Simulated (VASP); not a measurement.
A convergence study with VASP on SrTiO₃ (cubic perovskite): one setting is varied, all else stays as given below, so the limit is that of these other settings.

```
SrTiO3
1.0
    3.90500     0.00000     0.00000
    0.00000     3.90500     0.00000
    0.00000     0.00000     3.90500
Sr Ti O
1 1 3
Cartesian
  0.00000   0.00000   0.00000
  1.95250   1.95250   1.95250
  1.95250   0.00000   1.95250
  0.00000   1.95250   1.95250
  1.95250   1.95250   0.00000
```

Computed with LDA (Ceperley-Alder, Perdew-Zunger), VASP's LDA PAW potentials (set 64) (plane waves; VASP). The tightest run used: 700 eV cut-off, 14×14×14 Γ-centred mesh, tetrahedra with Blöchl corrections, potentials Sr_sv Ti_sv O.

Gaps are read on the run's mesh, which can miss a band edge.

Question: The settings run are 3×3×3 mesh; 4×4×4 mesh; 5×5×5 mesh; 6×6×6 mesh; 7×7×7 mesh; 8×8×8 mesh; 9×9×9 mesh; 10×10×10 mesh; 11×11×11 mesh; 12×12×12 mesh; 13×13×13 mesh; 14×14×14 mesh. From which on does the energy per atom stay within 0.001 eV/atom of the tightest run?

Answer: From 5×5×5 mesh on: it is off by 0.0007 there and by no more than 0.001 in any finer run, while 4×4×4 mesh is off by 0.0037.
```csv
setting,E (eV/atom),pressure (GPa),gap on the mesh (eV),irreducible k-points,difference judged (eV/atom)
3×3×3 mesh,-8.8100,-6.22,1.992,4,0.0215
4×4×4 mesh,-8.8278,-6.50,1.733,10,0.0037
5×5×5 mesh,-8.8308,-6.54,1.874,10,0.0007
6×6×6 mesh,-8.8313,-6.55,1.751,20,0.0001
7×7×7 mesh,-8.8314,-6.55,1.818,20,0.0000
8×8×8 mesh,-8.8315,-6.55,1.752,35,0.0000
9×9×9 mesh,-8.8315,-6.55,1.793,35,0.0000
10×10×10 mesh,-8.8314,-6.55,1.752,56,0.0000
11×11×11 mesh,-8.8315,-6.55,1.780,56,0.0000
12×12×12 mesh,-8.8315,-6.55,1.752,84,0.0000
13×13×13 mesh,-8.8315,-6.55,1.772,84,0.0000
14×14×14 mesh,-8.8315,-6.55,1.752,120,0.0000
```

Left out are rungs that failed or repeat a setting and relaxations that didn't move; long series are thinned to 24 rows.

The compound is SrTiO3 in the cubic perovskite structure, the ideal cubic form; the compound distorts at low or room temperature. The cell was not relaxed at this level.
